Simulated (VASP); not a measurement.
Data:

```xyz
2
Lattice="0.0000 2.6056 2.6056 2.6056 0.0000 2.6056 2.6056 2.6056 0.0000" Properties=species:S:1:pos:R:3 pbc="T T T"
Mg     0.0000     0.0000     0.0000
S      2.6056     2.6056     2.6056
```

These are revTPSS meta-GGA, VASP's PBE PAW potentials (set 64) (plane waves; VASP) values and carry that method's errors. Run with 520 eV cut-off, 10×10×10 Γ-centred mesh, tetrahedra with Blöchl corrections, potentials Mg S.

Task: Give the energies of bands 2 to 7 at the high-symmetry points, in eV from the valence-band maximum.

Result: 
| band | Γ | X | U | L | W |
|---|---|---|---|---|---|
| 2 | 0.00 | -4.26 | -3.76 | -4.88 | -3.28 |
| 3 | 0.00 | -1.70 | -3.21 | -0.60 | -3.28 |
| 4 | 0.00 | -1.70 | -1.38 | -0.60 | -2.36 |
| 5 | 4.00 | 3.04 | 4.13 | 4.68 | 5.51 |
| 6 | 8.19 | 4.44 | 6.85 | 7.17 | 8.09 |
| 7 | 8.19 | 12.24 | 10.03 | 7.17 | 8.09 |

The gap is indirect, 3.04 eV, from the valence maximum at Γ to the conduction minimum at X.

The compound is MgS in the rock salt structure. It was relaxed first.
